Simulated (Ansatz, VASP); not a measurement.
# Cross-check of Cs2AgBiBr6 between VASP and Ansatz

Wanted: the spread between two codes on one cell, functional and k mesh. The cell is taken from a series of runs on this material, whose earlier steps may have relaxed, scaled, displaced or heated it; both programs get it as it stands.

Calculated with Ansatz 0.2.0; plane waves, with VASP 6.6.1 beside it; PBE.

### 1. The starting structure

The structure is cubic, space group Fm-3m (No. 225). Conventional cell: a = 11.488 Å, b = 11.488 Å, c = 11.488 Å, α = 90.00°, β = 90.00°, γ = 90.00°. Nearest to Cs lie 12 Br at 4.06 Å. Nearest to Ag lie 6 Br at 2.86 Å. Nearest to Bi lie 6 Br at 2.88 Å. Br has 1 Ag at 2.86 Å and 1 Bi at 2.88 Å and 4 Cs at 4.06 Å nearest. Farther neighbours and most contacts between anions are not listed.

### 2. VASP: dielectric response, PBE

The response to a field tests empty states and converges slowly with the mesh.

Lines of VASP's logs that name or quote its potential files are left out, and so is its time.

Input file INCAR:

```
SYSTEM = Cs2AgBiBr6
PREC = Accurate
ENCUT = 400
EDIFF = 1E-08
NELM = 120
ISMEAR = 0
SIGMA = 0.01
LREAL = .FALSE.
ALGO = Normal
GGA = PE
NBANDS = 53
LASPH = .TRUE.
LORBIT = 11
LWAVE = .FALSE.
LCHARG = .FALSE.
ISIF = 2
LEPSILON = .TRUE.
GGA_COMPAT = .FALSE.
EFERMI = MIDGAP
KPAR = 2
```

Input file POSCAR:

```
Cs2AgBiBr6
1.0
    0.0000000000      5.7441480000      5.7441480000
    5.7441480000      0.0000000000      5.7441480000
    5.7441480000      5.7441480000      0.0000000000
Cs Ag Bi Br
2 1 1 6
Direct
    0.7500000000      0.7500000000      0.7500000000
    0.2500000000      0.2500000000      0.2500000000
    0.5000000000      0.5000000000      0.5000000000
    0.0000000000      0.0000000000      0.0000000000
    0.7491940000      0.2508060000      0.2508060000
    0.2508060000      0.2508060000      0.7491940000
    0.2508060000      0.7491940000      0.7491940000
    0.2508060000      0.7491940000      0.2508060000
    0.7491940000      0.2508060000      0.7491940000
    0.7491940000      0.7491940000      0.2508060000
```

Input file KPOINTS:

```
Automatic mesh
0
Gamma
4 4 4
0 0 0
```

Potentials, in the order of the species: Cs_sv, Ag, Bi_d and Br (PBE family, release 64).

On the command line:

```
$ mpirun -np 2 vasp_std
```

Numbers of over 12 decimals in the logs are rounded to 6 here.

What it wrote:

```text
[banner, memory and clock lines left out]
running    2 mpi-ranks, on    1 nodes
 distrk:  each k-point on    1 cores,    2 groups
 distr:  one band on    1 cores,    1 groups

 POSCAR found type information on POSCAR CsAgBiBr
 POSCAR found :  4 types and      10 ions
 LDA part: xc-table for (Slater+PW92), standard interpolation
 POSCAR, INCAR and KPOINTS ok, starting setup
 FFT: planning ... GRIDC
 FFT: planning ... GRID_SOFT
 FFT: planning ... GRID
 WAVECAR not read
 entering main loop
       N       E                     dE             d eps       ncg     rms          rms(c)
DAV:   1     0.628430632088E+03    0.62843E+03   -0.31845E+04   880   0.115E+03
DAV:   2     0.344333590392E+02   -0.59400E+03   -0.57886E+03  1038   0.265E+02
DAV:   3    -0.292030050465E+02   -0.63636E+02   -0.63281E+02  1011   0.106E+02
DAV:   4    -0.310061171914E+02   -0.18031E+01   -0.17982E+01   987   0.216E+01
DAV:   5    -0.310685447022E+02   -0.62428E-01   -0.62380E-01  1195   0.356E+00    0.716E+00
DAV:   6    -0.296842155446E+02    0.13843E+01   -0.24203E+00  1140   0.897E+00    0.475E+00
DAV:   7    -0.296022697459E+02    0.81946E-01   -0.11149E+00  1008   0.399E+00    0.225E+00
DAV:   8    -0.296102973142E+02   -0.80276E-02   -0.10299E-01   990   0.161E+00    0.543E-01
DAV:   9    -0.296121104979E+02   -0.18132E-02   -0.10315E-02  1056   0.582E-01    0.134E-01
DAV:  10    -0.296129797415E+02   -0.86924E-03   -0.19102E-03   998   0.174E-01    0.973E-02
DAV:  11    -0.296132952890E+02   -0.31555E-03   -0.36121E-04  1016   0.796E-02    0.189E-02
DAV:  12    -0.296133243403E+02   -0.29051E-04   -0.37713E-05   974   0.272E-02    0.131E-02
DAV:  13    -0.296133305024E+02   -0.61621E-05   -0.26687E-05  1000   0.165E-02    0.618E-03
DAV:  14    -0.296133297470E+02    0.75541E-06   -0.40359E-06   971   0.904E-03    0.106E-03
DAV:  15    -0.296133298244E+02   -0.77411E-07   -0.35661E-07  1016   0.242E-03    0.733E-04
DAV:  16    -0.296133297917E+02    0.32728E-07   -0.59299E-08   907   0.947E-04    0.251E-04
DAV:  17    -0.296133298079E+02   -0.16176E-07   -0.51208E-09   680   0.423E-04    0.897E-05
DAV:  18    -0.296133298112E+02   -0.33415E-08   -0.12547E-09   603   0.180E-04
   1 F= -.29613330E+02 E0= -.29613330E+02  d E =0.000000E+00
 Linear response reoptimize wavefunctions to high precision
DAV:   1    -0.296133298129E+02   -0.16735E-08   -0.36455E-10   568   0.994E-05
DAV:   2    -0.296133298130E+02   -0.12551E-09   -0.10135E-10   539   0.492E-05
DAV:   3    -0.296133298129E+02    0.75488E-10   -0.93968E-11   544   0.295E-05
 Linear response G [H, r] |phi>, progress :
  Direction:   1
       N       E                     dE             d eps       ncg     rms
RMM:   1    -0.356026369164E+03   -0.35603E+03    0.93437E+02  1597   0.163E+02
RMM:   2    -0.357260464168E+03   -0.12341E+01   -0.13355E+02  1515   0.356E+01
RMM:   3    -0.358273413089E+03   -0.10129E+01   -0.52485E+00  1610   0.799E+00
RMM:   4    -0.358359244554E+03   -0.85831E-01   -0.57702E-01  1688   0.212E+00
RMM:   5    -0.358359055395E+03    0.18916E-03   -0.67054E-02  1756   0.678E-01
RMM:   6    -0.358360120681E+03   -0.10653E-02   -0.12148E-02  1856   0.243E-01
RMM:   7    -0.358360237159E+03   -0.11648E-03   -0.25133E-03  1922   0.107E-01
RMM:   8    -0.358360276234E+03   -0.39074E-04   -0.50646E-04  1966   0.498E-02
RMM:   9    -0.358360269048E+03    0.71855E-05   -0.17324E-03  2000   0.306E-02
RMM:  10    -0.358360273262E+03   -0.42134E-05    0.10935E-03  2002   0.221E-02
RMM:  11    -0.358360279565E+03   -0.63038E-05   -0.30671E-03  2010   0.185E-02
RMM:  12    -0.358360283128E+03   -0.35623E-05   -0.33029E-03  2060   0.166E-02
RMM:  13    -0.358360277457E+03    0.56709E-05   -0.39192E-03  2083   0.160E-02
RMM:  14    -0.358360279424E+03   -0.19677E-05   -0.34146E-03  2128   0.157E-02
RMM:  15    -0.358360281371E+03   -0.19466E-05   -0.40644E-03  2145   0.156E-02
 Linear response G [H, r] |phi>, progress :
  Direction:   2
       N       E                     dE             d eps       ncg     rms
RMM:   1    -0.357405342917E+03   -0.35741E+03    0.92782E+02  1588   0.163E+02
RMM:   2    -0.356783533151E+03    0.62181E+00   -0.13441E+02  1502   0.354E+01
RMM:   3    -0.357665575608E+03   -0.88204E+00   -0.63300E+00  1602   0.812E+00
RMM:   4    -0.357735865130E+03   -0.70290E-01   -0.58140E-01  1687   0.213E+00
RMM:   5    -0.357737565629E+03   -0.17005E-02   -0.68939E-02  1742   0.683E-01
RMM:   6    -0.357738307101E+03   -0.74147E-03   -0.10595E-02  1858   0.244E-01
RMM:   7    -0.357738467818E+03   -0.16072E-03   -0.22350E-03  1903   0.110E-01
RMM:   8    -0.357738493448E+03   -0.25630E-04    0.55240E-04  1952   0.519E-02
RMM:   9    -0.357738542980E+03   -0.49531E-04    0.20334E-03  1969   0.302E-02
RMM:  10    -0.357738521047E+03    0.21933E-04   -0.22250E-03  1990   0.220E-02
RMM:  11    -0.357738540269E+03   -0.19222E-04   -0.37028E-03  1995   0.189E-02
RMM:  12    -0.357738532306E+03    0.79625E-05   -0.33199E-03  2040   0.171E-02
[...]
RMM:  10    -0.350648954758E+03    0.15617E-04   -0.47158E-03  1995   0.229E-02
RMM:  11    -0.350648947196E+03    0.75624E-05   -0.41540E-03  1992   0.197E-02
RMM:  12    -0.350648938778E+03    0.84180E-05   -0.46396E-03  2041   0.181E-02
RMM:  13    -0.350648929078E+03    0.96996E-05   -0.36501E-03  2056   0.174E-02
[...]
RMM:   1    -0.412096119706E+01   -0.41210E+01   -0.19473E+01  1669   0.543E+00
RMM:   2    -0.447153766183E+01   -0.35058E+00   -0.27819E-01  1540   0.120E+00
RMM:   3    -0.447894458914E+01   -0.74069E-02   -0.90670E-03  1665   0.263E-01
RMM:   4    -0.447928531625E+01   -0.34073E-03   -0.70609E-04  1639   0.525E-02
RMM:   5    -0.447929771914E+01   -0.12403E-04   -0.39669E-05  1735   0.160E-02
RMM:   6    -0.447929825680E+01   -0.53766E-06   -0.73046E-06  1742   0.484E-03
RMM:   7    -0.447929824388E+01    0.12918E-07   -0.48483E-06  1743   0.253E-03
RMM:   8    -0.447929824496E+01   -0.10803E-08    0.21609E-05  1639   0.174E-03
RMM:   9    -0.447929824337E+01    0.15876E-08   -0.50947E-06  1525   0.142E-03
RMM:  10    -0.447929823754E+01    0.58336E-08   -0.29955E-06  1457   0.137E-03
RMM:  11    -0.447929826175E+01   -0.24206E-07    0.65947E-07  1435   0.132E-03
RMM:  12    -0.447929825028E+01    0.11471E-07   -0.21067E-06  1426   0.132E-03
 change of polarisation eV/A/(eV/A) component  3 :    -0.222     0.222     8.959
 dielectric tensor                  component  3 :    -0.106     0.106     5.277
 Linear response to external field, progress :
  Direction:   1
       N       E                     dE             d eps       ncg     rms          rms(c)
RMM:   1    -0.425132662958E+01   -0.42513E+01   -0.19816E+01  2719   0.564E+00
RMM:   2    -0.461648603041E+01   -0.36516E+00   -0.24557E-01  2539   0.124E+00    0.406E+00
RMM:   3    -0.418885176181E+01    0.42763E+00   -0.69899E-01  2303   0.222E+00    0.209E+00
RMM:   4    -0.425281456615E+01   -0.63963E-01   -0.50889E-01  2380   0.179E+00    0.829E-01
RMM:   5    -0.434937554567E+01   -0.96561E-01   -0.36323E-02  2565   0.618E-01    0.203E-01
RMM:   6    -0.435503525742E+01   -0.56597E-02   -0.52067E-03  2667   0.183E-01    0.933E-02
RMM:   7    -0.436852702443E+01   -0.13492E-01   -0.12976E-03  2468   0.121E-01    0.321E-02
RMM:   8    -0.436941356140E+01   -0.88654E-03   -0.11715E-04  2637   0.358E-02    0.202E-02
RMM:   9    -0.436984860677E+01   -0.43505E-03    0.23033E-05  2547   0.169E-02    0.329E-03
RMM:  10    -0.436988873312E+01   -0.40126E-04   -0.72254E-07  2870   0.551E-03    0.140E-03
RMM:  11    -0.436979435640E+01    0.94377E-04   -0.11615E-05  2584   0.279E-03    0.504E-04
RMM:  12    -0.436978043547E+01    0.13921E-04   -0.45415E-05  2845   0.142E-03    0.301E-04
RMM:  13    -0.436978231521E+01   -0.18797E-05   -0.44765E-05  2792   0.122E-03    0.693E-05
RMM:  14    -0.436977804266E+01    0.42726E-05   -0.60281E-05  2781   0.112E-03    0.391E-05
RMM:  15    -0.436977867130E+01   -0.62864E-06   -0.55639E-05  2306   0.109E-03    0.113E-05
RMM:  16    -0.436977831391E+01    0.35740E-06   -0.60487E-05  2156   0.108E-03    0.428E-06
 change of polarisation eV/A/(eV/A) component  1 :     8.123     0.448     0.108
 dielectric tensor                  component  1 :     4.878     0.214     0.052
 Linear response to external field, progress :
  Direction:   2
       N       E                     dE             d eps       ncg     rms          rms(c)
RMM:   1    -0.424201113163E+01   -0.42420E+01   -0.19723E+01  2730   0.566E+00
RMM:   2    -0.461608681606E+01   -0.37408E+00   -0.23762E-01  2528   0.125E+00    0.406E+00
RMM:   3    -0.418824731172E+01    0.42784E+00   -0.69453E-01  2316   0.223E+00    0.209E+00
RMM:   4    -0.425210218145E+01   -0.63855E-01   -0.50098E-01  2395   0.179E+00    0.826E-01
RMM:   5    -0.434893424661E+01   -0.96832E-01   -0.35470E-02  2574   0.619E-01    0.197E-01
RMM:   6    -0.435551099071E+01   -0.65767E-02   -0.52021E-03  2674   0.182E-01    0.928E-02
RMM:   7    -0.436866787030E+01   -0.13157E-01   -0.11634E-03  2461   0.120E-01    0.332E-02
RMM:   8    -0.436933954598E+01   -0.67168E-03   -0.74711E-05  2643   0.348E-02    0.185E-02
RMM:   9    -0.436984915182E+01   -0.50961E-03   -0.10395E-05  2535   0.165E-02    0.296E-03
RMM:  10    -0.436989271667E+01   -0.43565E-04    0.65959E-05  2902   0.529E-03    0.132E-03
RMM:  11    -0.436979423895E+01    0.98478E-04    0.24396E-05  2588   0.264E-03    0.495E-04
RMM:  12    -0.436977796067E+01    0.16278E-04   -0.27611E-05  2815   0.138E-03    0.278E-04
RMM:  13    -0.436977737993E+01    0.58074E-06    0.24151E-05  2794   0.118E-03    0.572E-05
RMM:  14    -0.436977554359E+01    0.18363E-05    0.13782E-05  2778   0.109E-03    0.304E-05
RMM:  15    -0.436977601421E+01   -0.47062E-06    0.14644E-05  2242   0.106E-03    0.143E-05
RMM:  16    -0.436977503542E+01    0.97879E-06    0.20738E-05  2136   0.106E-03    0.406E-06
 change of polarisation eV/A/(eV/A) component  2 :     0.756     8.124    -0.108
 dielectric tensor                  component  2 :     0.361     4.878    -0.052
 Linear response to external field, progress :
  Direction:   3
       N       E                     dE             d eps       ncg     rms          rms(c)
RMM:   1    -0.424114807560E+01   -0.42411E+01   -0.19714E+01  2722   0.565E+00
RMM:   2    -0.461603625808E+01   -0.37489E+00   -0.23834E-01  2530   0.125E+00    0.405E+00
RMM:   3    -0.418820883198E+01    0.42783E+00   -0.69461E-01  2310   0.223E+00    0.209E+00
RMM:   4    -0.425214736321E+01   -0.63939E-01   -0.50274E-01  2386   0.180E+00    0.827E-01
RMM:   5    -0.434900836809E+01   -0.96861E-01   -0.35451E-02  2573   0.620E-01    0.199E-01
RMM:   6    -0.435544195758E+01   -0.64336E-02   -0.51481E-03  2675   0.183E-01    0.927E-02
RMM:   7    -0.436865315570E+01   -0.13211E-01   -0.11672E-03  2459   0.120E-01    0.330E-02
RMM:   8    -0.436935644010E+01   -0.70328E-03   -0.13620E-04  2645   0.349E-02    0.188E-02
RMM:   9    -0.436984878606E+01   -0.49235E-03   -0.88777E-06  2526   0.167E-02    0.295E-03
RMM:  10    -0.436989659198E+01   -0.47806E-04    0.43071E-05  2893   0.534E-03    0.136E-03
RMM:  11    -0.436980581924E+01    0.90773E-04    0.81839E-07  2559   0.263E-03    0.486E-04
RMM:  12    -0.436978725824E+01    0.18561E-04   -0.23095E-05  2805   0.136E-03    0.269E-04
RMM:  13    -0.436978926541E+01   -0.20072E-05   -0.34335E-05  2807   0.116E-03    0.665E-05
RMM:  14    -0.436978601849E+01    0.32469E-05   -0.23554E-05  2764   0.106E-03    0.305E-05
RMM:  15    -0.436978590506E+01    0.11343E-06   -0.22968E-05  2271   0.104E-03    0.169E-05
RMM:  16    -0.436978593755E+01   -0.32490E-07   -0.30687E-05  2141   0.103E-03    0.324E-06
 change of polarisation eV/A/(eV/A) component  3 :     0.412     0.236     8.124
 dielectric tensor                  component  3 :     0.197     0.113     4.878
 Born effective charges drift removed
```

Parts of OUTCAR (step 2):

```text
ion  position               nearest neighbor table
   1  0.750  0.750  0.750-
   2  0.250  0.250  0.250-
   3  0.500  0.500  0.500-   5 2.86   6 2.86   7 2.86   8 2.86   9 2.86  10 2.86
   4  0.000  0.000  0.000-   5 2.88   6 2.88   7 2.88   8 2.88   9 2.88  10 2.88
   5  0.749  0.251  0.251-   3 2.86   4 2.88
   6  0.251  0.251  0.749-   3 2.86   4 2.88
   7  0.251  0.749  0.749-   3 2.86   4 2.88
   8  0.251  0.749  0.251-   3 2.86   4 2.88
   9  0.749  0.251  0.749-   3 2.86   4 2.88
  10  0.749  0.749  0.251-   3 2.86   4 2.88

  LATTYP: Found a face centered cubic cell.
 ALAT       =    11.4882960000

 Subroutine GETGRP returns: Found 48 space group operations
 (whereof 48 operations were pure point group operations)

The static configuration has the point symmetry O_h .

 Found      8 irreducible k-points:

   k-points           NKPTS =      8   k-points in BZ     NKDIM =      8   number of bands    NBANDS=     53

   dimension x,y,z NGX =    54 NGY =   54 NGZ =   54
   dimension x,y,z NGXF=   108 NGYF=  108 NGZF=  108

   ENCUT  =  400.0 eV  29.40 Ry    5.42 a.u.  13.25 13.25 13.25*2*pi/ulx,y,z

   NELECT =      86.0000    total number of electrons

 k-points in reciprocal lattice and weights: Automatic mesh
   0.00000000  0.00000000  0.00000000       0.016
   0.25000000  0.00000000  0.00000000       0.125
   0.50000000  0.00000000  0.00000000       0.062
   0.25000000  0.25000000  0.00000000       0.094
   0.50000000  0.25000000  0.00000000       0.375
  -0.25000000  0.25000000  0.00000000       0.188
   0.50000000  0.50000000  0.00000000       0.047
  -0.25000000  0.50000000  0.25000000       0.094

 average (electrostatic) potential at core
       1 -49.6410       2 -49.6410       3 -76.5516       4-110.4340       5 -63.9452
       6 -63.9452       7 -63.9452       8 -63.9452       9 -63.9452      10 -63.9452

  Total       -0.1772034     -0.1772034     -0.1772034      0.0000000      0.0000000     -0.0000000
  in kB       -0.7489896     -0.7489896     -0.7489896      0.0000000      0.0000000     -0.0000000
  external PRESSURE =      -0.7489896 kB  Pullay stress =       0.0000000 kB

  energy-cutoff  :      400.00
  volume of cell :      379.06
      direct lattice vectors                 reciprocal lattice vectors
     0.000000000  5.744148000  5.744148000    -0.087045111  0.087045111  0.087045111
     5.744148000  0.000000000  5.744148000     0.087045111 -0.087045111  0.087045111
     5.744148000  5.744148000  0.000000000     0.087045111  0.087045111 -0.087045111

 POSITION                                       TOTAL-FORCE (eV/Angst)
 -----------------------------------------------------------------------------------
      8.61622      8.61622      8.61622        -0.000000      0.000000      0.000000
      2.87207      2.87207      2.87207        -0.000000      0.000000      0.000000
      5.74415      5.74415      5.74415        -0.000000      0.000000      0.000000
      0.00000      0.00000      0.00000        -0.000000      0.000000      0.000000
      2.88133      5.74415      5.74415         0.042559      0.000000      0.000000
      5.74415      5.74415      2.88133        -0.000000      0.000000      0.042559
      8.60696      5.74415      5.74415        -0.042559      0.000000      0.000000
      5.74415      2.88133      5.74415        -0.000000      0.042559      0.000000
      5.74415      8.60696      5.74415        -0.000000     -0.042559      0.000000
      5.74415      5.74415      8.60696        -0.000000      0.000000     -0.042559
 -----------------------------------------------------------------------------------
    total drift:                                0.000000      0.000000      0.000000

 MACROSCOPIC STATIC DIELECTRIC TENSOR (including local field effects in DFT)
 ------------------------------------------------------
           4.877953    -0.000000     0.000000
          -0.000000     4.877953    -0.000000
           0.000000    -0.000000     4.877953
 ------------------------------------------------------

 PIEZOELECTRIC TENSOR (including local field effects)  for field in x, y, z        (C/m^2)
          XX          YY          ZZ          XY          YZ          ZX
  --------------------------------------------------------------------------------
  x     0.00000     0.00000     0.00000     0.00000     0.00000     0.00000
  y     0.00000     0.00000     0.00000     0.00000     0.00000     0.00000
  z     0.00000     0.00000     0.00000     0.00000     0.00000     0.00000

 BORN EFFECTIVE CHARGES (including local field effects) (in |e|, cummulative output)
 ---------------------------------------------------------------------------------
 ion    1
    1     1.34442     0.00000     0.00000
    2    -0.00000     1.34442     0.00000
    3    -0.00000    -0.00000     1.34442
 ion    2
    1     1.34442     0.00000     0.00000
    2    -0.00000     1.34442     0.00000
    3    -0.00000    -0.00000     1.34442
 ion    3
    1     1.95114     0.00000     0.00000
    2     0.00000     1.95114     0.00000
    3     0.00000     0.00000     1.95114
 ion    4
    1     4.71844     0.00000     0.00000
    2     0.00000     4.71844     0.00000
    3     0.00000     0.00000     4.71844
 ion    5
    1    -3.18179     0.00000     0.00000
    2     0.00000    -0.74871     0.00000
    3     0.00000     0.00000    -0.74871
 ion    6
    1    -0.74871     0.00000     0.00000
    2     0.00000    -0.74871    -0.00000
    3     0.00000     0.00000    -3.18179
 ion    7
    1    -3.18179     0.00000     0.00000
    2     0.00000    -0.74871     0.00000
    3     0.00000     0.00000    -0.74871
 ion    8
    1    -0.74871    -0.00000     0.00000
    2     0.00000    -3.18179     0.00000
    3     0.00000     0.00000    -0.74871
 ion    9
    1    -0.74871     0.00000     0.00000
    2     0.00000    -3.18179     0.00000
    3     0.00000    -0.00000    -0.74871
 ion   10
    1    -0.74871     0.00000     0.00000
    2     0.00000    -0.74871    -0.00000
    3     0.00000     0.00000    -3.18179
```

The dielectric response converges more slowly with the mesh than energies do, so tensor and charges may still move on a finer one.

(Continued in part 2 of 2.)

[Lines on the potential files, build, host, timing and source positions are cut from VASP's logs without a mark.]

[Logs are printed without paths, hosts, clocks, repeated set-up lines and the standing remarks that a program may print on its own settings, such as how far it seeks lower states.]

[Hosts, paths, dates, database ids (printed as entryN), source tags and the programs' standing remarks are cut or masked in the printed files.]
